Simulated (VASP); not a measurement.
## Silicon: the band gap, functional by functional

Aim: the gap of Silicon on one structure at many levels of theory. The starting structure is a measured crystal structure from the Crystallography Open Database. Cell and atoms stay as given. Meshes and data sets differ where the inputs say so.

Program: VASP 6.6.1. Level of theory: Kohn-Sham DFT with plane waves and PAW; LDA, PBE, r2SCAN, TB-mBJ, HSE06, PBE0 and r2SCAN-EpsX. Results are calculated unless marked as measured.

## 1. Starting point

It takes space group Fd-3m (No. 227, cubic). Conventional cell: a = 5.431 Å, b = 5.431 Å, c = 5.431 Å, α = 90.00°, β = 90.00°, γ = 90.00°. Nearest to Si lie 4 Si at 2.35 Å.

## 2. Bands with LDA

LDA, the lowest rung, knows the local density alone.

INCAR reads:

```
SYSTEM = Si
PREC = Accurate
ENCUT = 350
EDIFF = 1E-06
NELM = 100
ISMEAR = 0
SIGMA = 0.03
LREAL = .FALSE.
ALGO = Normal
GGA = CA
NBANDS = 16
LORBIT = 11
LWAVE = .FALSE.
LCHARG = .FALSE.
KPAR = 8
LASPH = .TRUE.
```

POSCAR reads:

```
Si
1.0
    0.0000000000      2.7154800000      2.7154800000
    2.7154800000      0.0000000000      2.7154800000
    2.7154800000      2.7154800000      0.0000000000
Si
2
Direct
    0.7500000000      0.7500000000      0.7500000000
    0.5000000000      0.5000000000      0.5000000000
```

KPOINTS reads:

```
Automatic mesh
0
Gamma
8 8 8
0 0 0
```

KPOINTS_OPT reads:

```
Line mode
10
Line-mode
Reciprocal
  0.00000000   0.00000000   0.00000000 GAMMA
  0.50000000   0.00000000   0.50000000 X

  0.50000000   0.00000000   0.50000000 X
  0.50000000   0.25000000   0.75000000 W

  0.50000000   0.25000000   0.75000000 W
  0.37500000   0.37500000   0.75000000 K

  0.37500000   0.37500000   0.75000000 K
  0.00000000   0.00000000   0.00000000 GAMMA

  0.00000000   0.00000000   0.00000000 GAMMA
  0.50000000   0.50000000   0.50000000 L

  0.50000000   0.50000000   0.50000000 L
  0.62500000   0.25000000   0.62500000 U

  0.62500000   0.25000000   0.62500000 U
  0.50000000   0.25000000   0.75000000 W

  0.50000000   0.25000000   0.75000000 W
  0.50000000   0.50000000   0.50000000 L

  0.50000000   0.50000000   0.50000000 L
  0.37500000   0.37500000   0.75000000 K

  0.62500000   0.25000000   0.62500000 U
  0.50000000   0.00000000   0.50000000 X
```

PAW data sets: Si (LDA family, release 64).

Launch:

```sh
mpirun -np 8 vasp_std
```

What it wrote:

```text
[banner, memory and clock lines left out]
running    8 mpi-ranks, on    1 nodes
 distrk:  each k-point on    1 cores,    8 groups
 distr:  one band on    1 cores,    1 groups

 POSCAR found type information on POSCAR Si
 POSCAR found :  1 types and       2 ions
|                                                                             |
|           W    W    AA    RRRRR   N    N  II  N    N   GGGG   !!!           |
|           W    W   A  A   R    R  NN   N  II  NN   N  G    G  !!!           |
|           W    W  A    A  R    R  N N  N  II  N N  N  G       !!!           |
|           W WW W  AAAAAA  RRRRR   N  N N  II  N  N N  G  GGG   !            |
|           WW  WW  A    A  R   R   N   NN  II  N   NN  G    G                |
|           W    W  A    A  R    R  N    N  II  N    N   GGGG   !!!           |
|                                                                             |
|     For optimal performance we recommend to set                             |
|       NCORE = 2 up to number-of-cores-per-socket                            |
|     NCORE specifies how many cores store one orbital (NPAR=cpu/NCORE).      |
|     This setting can greatly improve the performance of VASP for DFT.       |
|     The default, NCORE=1 might be grossly inefficient on modern             |
|     multi-core architectures or massively parallel machines. Do your        |
|     Unfortunately you need to use the default for GW and RPA                |
|     calculations (for HF NCORE is supported but not extensively tested      |
|     yet).                                                                   |
|                                                                             |

 LDA part: xc-table for (Slater(with rela. corr.)+CA(PZ))
 , standard interpolation
 POSCAR, INCAR and KPOINTS ok, starting setup
 FFT: planning ... GRIDC
 FFT: planning ... GRID_SOFT
 FFT: planning ... GRID
 WAVECAR not read
 entering main loop
       N       E                     dE             d eps       ncg     rms          rms(c)
DAV:   1     0.402358617638E+01    0.40236E+01   -0.23856E+03   928   0.290E+02
DAV:   2    -0.117757193581E+02   -0.15799E+02   -0.15245E+02  1320   0.652E+01
DAV:   3    -0.121698816940E+02   -0.39416E+00   -0.39383E+00  1104   0.842E+00
DAV:   4    -0.121721797212E+02   -0.22980E-02   -0.22979E-02  1272   0.820E-01
DAV:   5    -0.121721998684E+02   -0.20147E-04   -0.20147E-04  1144   0.699E-02    0.502E+00
DAV:   6    -0.119924165010E+02    0.17978E+00   -0.82015E-02  1200   0.870E-01    0.300E+00
DAV:   7    -0.119102563582E+02    0.82160E-01   -0.15010E-01  1200   0.122E+00    0.214E-01
DAV:   8    -0.119104442805E+02   -0.18792E-03   -0.69460E-03  1064   0.334E-01    0.924E-02
DAV:   9    -0.119104243605E+02    0.19920E-04   -0.13259E-04  1288   0.444E-02    0.606E-02
DAV:  10    -0.119104262969E+02   -0.19364E-05   -0.90574E-06  1176   0.134E-02    0.803E-03
DAV:  11    -0.119104256878E+02    0.60907E-06   -0.22774E-06  1264   0.473E-03
   1 F= -.11910426E+02 E0= -.11910426E+02  d E =-.206041E-12
 Start KPOINTS_OPT (optional k-point list driver)
k-point batch [1-29\100]
       N       E                     dE             ncg
DAV:   1     0.608132332663E+03   -0.54971E+04      928
DAV:   2     0.148034970504E+03   -0.46010E+03     1256
DAV:   3     0.136457749229E+03   -0.11577E+02     1248
DAV:   4     0.136392886624E+03   -0.64863E-01     1184
DAV:   5     0.136392353928E+03   -0.53270E-03     1248
DAV:   6     0.136392348354E+03   -0.55749E-05     1232
DAV:   7     0.136392348295E+03   -0.58883E-07     1024
[...]
k-point batch [88-100\100]
       N       E                     dE             ncg
DAV:   1     0.374280591704E+04   -0.31160E+04      416
DAV:   2     0.354022577817E+04   -0.20258E+03      592
DAV:   3     0.353536930053E+04   -0.48565E+01      520
DAV:   4     0.353534332358E+04   -0.25977E-01      552
DAV:   5     0.353534311385E+04   -0.20973E-03      520
DAV:   6     0.353534311164E+04   -0.22196E-05      552
DAV:   7     0.353534311161E+04   -0.23424E-07      448
```

Elapsed: 5.2 s, on 8 MPI ranks of AMD EPYC 7R43, shared host; peak memory 0.82 GiB; 36 s of CPU time.

The logs omit lines about the potential files and the build; timing stands in the text.

Parts of OUTCAR (step 2):

```text
ion  position               nearest neighbor table
   1  0.750  0.750  0.750-   2 2.35   2 2.35   2 2.35   2 2.35
   2  0.500  0.500  0.500-   1 2.35   1 2.35   1 2.35   1 2.35

  LATTYP: Found a face centered cubic cell.
 ALAT       =     5.4309600000

 Subroutine GETGRP returns: Found 48 space group operations
 (whereof 24 operations were pure point group operations)

The static configuration has the point symmetry T_d .
 The point group associated with its full space group is O_h .

 Found     29 irreducible k-points:

   k-points           NKPTS =     29   k-points in BZ     NKDIM =     29   number of bands    NBANDS=     16

   dimension x,y,z NGX =    24 NGY =   24 NGZ =   24
   dimension x,y,z NGXF=    48 NGYF=   48 NGZF=   48

   ENCUT  =  350.0 eV  25.72 Ry    5.07 a.u.   5.86  5.86  5.86*2*pi/ulx,y,z

   NELECT =       8.0000    total number of electrons

 k-points in reciprocal lattice and weights: Automatic mesh
   0.00000000  0.00000000  0.00000000       0.002
   0.12500000  0.00000000  0.00000000       0.016
   0.25000000  0.00000000  0.00000000       0.016
   0.37500000  0.00000000  0.00000000       0.016
   0.50000000  0.00000000  0.00000000       0.008
   0.12500000  0.12500000  0.00000000       0.012
   0.25000000  0.12500000  0.00000000       0.047
   0.37500000  0.12500000  0.00000000       0.047
   0.50000000  0.12500000  0.00000000       0.047
[...]
-0.37500000  0.50000000  0.12500000       0.023
  -0.25000000  0.50000000  0.25000000       0.012

 average (electrostatic) potential at core
       1 -84.8919       2 -84.8919

 E-fermi :   5.9052

 k-point     1 :       0.0000    0.0000    0.0000
  band No.  band energies     occupation
      1      -6.1866      2.00000
      2       5.7710      2.00000
      3       5.7710      2.00000
      4       5.7710      2.00000
      5       8.2945      0.00000
      6       8.2945      0.00000
      7       8.2945      0.00000
      8       8.9773      0.00000
      9      13.4458      0.00000
    ...

 k-point     2 :       0.1250    0.0000    0.0000
  band No.  band energies     occupation
      1      -5.9825      2.00000
      2       4.1586      2.00000
      3       5.4815      2.00000
      4       5.4815      2.00000
      5       8.1924      0.00000
      6       8.7192      0.00000
      7       8.7192      0.00000
      8      10.3504      0.00000
      9      12.9995      0.00000
    ...

 k-point     3 :       0.2500    0.0000    0.0000
  band No.  band energies     occupation
      1      -5.3865      2.00000
      2       1.8277      2.00000
      3       5.0116      2.00000
      4       5.0116      2.00000
      5       7.6984      0.00000
      6       9.2343      0.00000
      7       9.2343      0.00000
      8      12.5341      0.00000
      9      12.9381      0.00000
    ...

  Total       -0.3731289     -0.3731289     -0.3731289      0.0000000      0.0000000     -0.0000000
  in kB      -14.9279329    -14.9279329    -14.9279329      0.0000000      0.0000000     -0.0000000
  external PRESSURE =     -14.9279329 kB  Pullay stress =       0.0000000 kB

  energy-cutoff  :      350.00
  volume of cell :       40.05
      direct lattice vectors                 reciprocal lattice vectors
     0.000000000  2.715480000  2.715480000    -0.184129509  0.184129509  0.184129509
     2.715480000  0.000000000  2.715480000     0.184129509 -0.184129509  0.184129509
     2.715480000  2.715480000  0.000000000     0.184129509  0.184129509 -0.184129509

 POSITION                                       TOTAL-FORCE (eV/Angst)
 -----------------------------------------------------------------------------------
      4.07322      4.07322      4.07322        -0.000000     -0.000000     -0.000000
      2.71548      2.71548      2.71548         0.000000      0.000000      0.000000
 -----------------------------------------------------------------------------------
    total drift:                                0.000000      0.000000      0.000000

  FREE ENERGIE OF THE ION-ELECTRON SYSTEM (eV)
  ---------------------------------------------------
  free  energy   TOTEN  =       -11.9104256878 eV

  energy  without entropy=      -11.9104256878  energy(sigma->0) =      -11.91042569

 total charge
# of ion       s       p       d       tot
------------------------------------------
    1        0.758   0.948   0.000   1.706
    2        0.758   0.948   0.000   1.706
--------------------------------------------------
tot          1.516   1.896   0.000   3.412

[... 3 further parts left out ...]
```

LDA gives a least gap of 0.479 eV, and a least direct gap of 2.523 eV.

## 3. Bands with PBE

PBE, the usual starting point, adds the gradient of the density.

INCAR: that of step 2 with these lines changed.

```diff
@@ -9,3 +9,3 @@
 ALGO = Normal
-GGA = CA
+GGA = PE
 NBANDS = 16
```

POSCAR is that of step 2.

KPOINTS is that of step 2.

KPOINTS_OPT is that of step 2.

PAW data sets: Si (PBE family, release 64).

Launch:

```sh
mpirun -np 8 vasp_std
```

What it wrote:

```text
[banner, memory and clock lines left out]
running    8 mpi-ranks, on    1 nodes
[...]
[... a notice as in an earlier step ...]

 LDA part: xc-table for (Slater+PW92), standard interpolation
 POSCAR, INCAR and KPOINTS ok, starting setup
[...]
entering main loop
       N       E                     dE             d eps       ncg     rms          rms(c)
DAV:   1     0.490065359259E+01    0.49007E+01   -0.23861E+03   928   0.290E+02
DAV:   2    -0.106455774252E+02   -0.15546E+02   -0.15001E+02  1312   0.650E+01
DAV:   3    -0.110176551905E+02   -0.37208E+00   -0.37177E+00  1088   0.814E+00
DAV:   4    -0.110196664316E+02   -0.20112E-02   -0.20112E-02  1288   0.764E-01
[...]
DAV:  10    -0.108389675962E+02   -0.22991E-04   -0.12935E-05  1072   0.158E-02    0.656E-03
DAV:  11    -0.108389698475E+02   -0.22513E-05   -0.41985E-06  1272   0.791E-03    0.563E-03
DAV:  12    -0.108389698911E+02   -0.43612E-07   -0.50376E-07  1048   0.334E-03
   1 F= -.10838970E+02 E0= -.10838970E+02  d E =-.106953E-22
 Start KPOINTS_OPT (optional k-point list driver)
k-point batch [1-29\100]
       N       E                     dE             ncg
DAV:   1     0.617458934216E+03   -0.54878E+04      928
DAV:   2     0.162307985922E+03   -0.45515E+03     1248
DAV:   3     0.151324141461E+03   -0.10984E+02     1248
DAV:   4     0.151265554490E+03   -0.58587E-01     1184
DAV:   5     0.151265096384E+03   -0.45811E-03     1248
DAV:   6     0.151265091815E+03   -0.45692E-05     1224
DAV:   7     0.151265091769E+03   -0.45538E-07     1008
[...]
k-point batch [88-100\100]
       N       E                     dE             ncg
DAV:   1     0.374665477709E+04   -0.31122E+04      416
DAV:   2     0.354649960240E+04   -0.20016E+03      592
DAV:   3     0.354188528419E+04   -0.46143E+01      520
DAV:   4     0.354186185051E+04   -0.23434E-01      560
DAV:   5     0.354186167044E+04   -0.18007E-03      520
DAV:   6     0.354186166862E+04   -0.18170E-05      568
DAV:   7     0.354186166860E+04   -0.18770E-07      448
```

Elapsed: 6 s, on 8 MPI ranks; peak memory 0.92 GiB; 42 s of CPU time.

From OUTCAR (step 3):

```text
  Total        0.4720239      0.4720239      0.4720239     -0.0000000     -0.0000000      0.0000000
  in kB       18.8844669     18.8844669     18.8844669     -0.0000000     -0.0000000      0.0000000
  external PRESSURE =      18.8844669 kB  Pullay stress =       0.0000000 kB

 POSITION                                       TOTAL-FORCE (eV/Angst)
 -----------------------------------------------------------------------------------
      4.07322      4.07322      4.07322        -0.000000     -0.000000      0.000000
      2.71548      2.71548      2.71548         0.000000      0.000000     -0.000000
 -----------------------------------------------------------------------------------
    total drift:                                0.000000      0.000000      0.000000

  FREE ENERGIE OF THE ION-ELECTRON SYSTEM (eV)
  ---------------------------------------------------
  free  energy   TOTEN  =       -10.8389698911 eV

  energy  without entropy=      -10.8389698911  energy(sigma->0) =      -10.83896989

[... 2 parts as in an earlier step ...]

[... 1 further part left out ...]
[key lines of the parts left out:]
E-fermi :   6.0250
```

PBE gives a least gap of 0.585 eV, and a least direct gap of 2.565 eV. The least gap is +0.106 eV from that of LDA.

## 4. Bands with r2SCAN

r2SCAN adds the kinetic-energy density, costs more than a GGA and is run with LASPH.

INCAR: that of step 3 with these lines changed.

```diff
@@ -9,3 +9,4 @@
 ALGO = Normal
-GGA = PE
+METAGGA = R2SCAN
+LASPH = .TRUE.
 NBANDS = 16
@@ -15,2 +16 @@
 KPAR = 8
-LASPH = .TRUE.
```

POSCAR is that of step 3.

KPOINTS is that of step 3.

KPOINTS_OPT is that of step 3.

Launch:

```sh
mpirun -np 8 vasp_std
```

What it wrote:

```text
[banner, memory and clock lines left out]
running    8 mpi-ranks, on    1 nodes
[...]
[... a notice as in an earlier step ...]

|                                                                             |
|               ----> ADVICE to this user running VASP <----                  |
|                                                                             |
|     You enforced a specific xc type in the INCAR file but a different       |
|     [... a line on the potential file left out ...]
|     I HOPE YOU KNOW WHAT YOU ARE DOING!                                     |
|                                                                             |

 LDA part: xc-table for (None), standard interpolation
 POSCAR, INCAR and KPOINTS ok, starting setup
[...]
entering main loop
       N       E                     dE             d eps       ncg     rms          rms(c)
DAV:   1    -0.245456728253E+01   -0.24546E+01   -0.24703E+03   928   0.301E+02
DAV:   2    -0.183405033629E+02   -0.15886E+02   -0.15307E+02  1312   0.670E+01
[...]
DAV:  10    -0.175465210720E+02    0.55098E-05   -0.10256E-05  1232   0.125E-02    0.198E-02
DAV:  11    -0.175465240001E+02   -0.29281E-05   -0.18794E-06  1072   0.644E-03    0.384E-03
DAV:  12    -0.175465240643E+02   -0.64170E-07   -0.93491E-08   800   0.139E-03
   1 F= -.17546524E+02 E0= -.17546524E+02  d E =-.242473E-19
 Start KPOINTS_OPT (optional k-point list driver)
k-point batch [1-29\100]
       N       E                     dE             ncg
DAV:   1     0.559923336879E+03   -0.55453E+04      928
DAV:   2     0.871254423264E+02   -0.47280E+03     1256
DAV:   3     0.760528156142E+02   -0.11073E+02     1256
DAV:   4     0.759951696237E+02   -0.57646E-01     1200
DAV:   5     0.759947289200E+02   -0.44070E-03     1224
DAV:   6     0.759947245984E+02   -0.43216E-05     1248
DAV:   7     0.759947245569E+02   -0.41430E-07      976
[...]
k-point batch [88-100\100]
       N       E                     dE             ncg
DAV:   1     0.371913691610E+04   -0.31397E+04      416
DAV:   2     0.351102340081E+04   -0.20811E+03      592
DAV:   3     0.350636347972E+04   -0.46599E+01      504
DAV:   4     0.350634033043E+04   -0.23149E-01      568
DAV:   5     0.350634015383E+04   -0.17659E-03      520
DAV:   6     0.350634015206E+04   -0.17701E-05      560
DAV:   7     0.350634015204E+04   -0.17742E-07      432
```

The job ended after 20 s (8 MPI ranks; peak memory 0.94 GiB; 2.5 min of CPU time).

From OUTCAR (step 4):

```text
  Total        0.1140655      0.1140655      0.1140655      0.0000000     -0.0000000      0.0000000
  in kB        4.5634696      4.5634696      4.5634696      0.0000000     -0.0000000      0.0000000
  external PRESSURE =       4.5634696 kB  Pullay stress =       0.0000000 kB

  FREE ENERGIE OF THE ION-ELECTRON SYSTEM (eV)
  ---------------------------------------------------
  free  energy   TOTEN  =       -17.5465240643 eV

  energy  without entropy=      -17.5465240643  energy(sigma->0) =      -17.54652406

[... 3 parts as in an earlier step ...]

[... 1 further part left out ...]
[key lines of the parts left out:]
E-fermi :   5.9181
```

r2SCAN gives a least gap of 0.787 eV, and a least direct gap of 2.758 eV. The least gap is +0.308 eV from that of LDA.

(Part 1 of 2 ends here.)

[Lines on the potential files, build, host, timing and source positions are cut from VASP's logs without a mark.]

[Logs are printed without paths, hosts, clocks, repeated set-up lines and the standing remarks that a program may print on its own settings, such as how far it seeks lower states.]

[Hosts, paths, dates, database ids (printed as entryN), source tags and the programs' standing remarks are cut or masked in the printed files.]
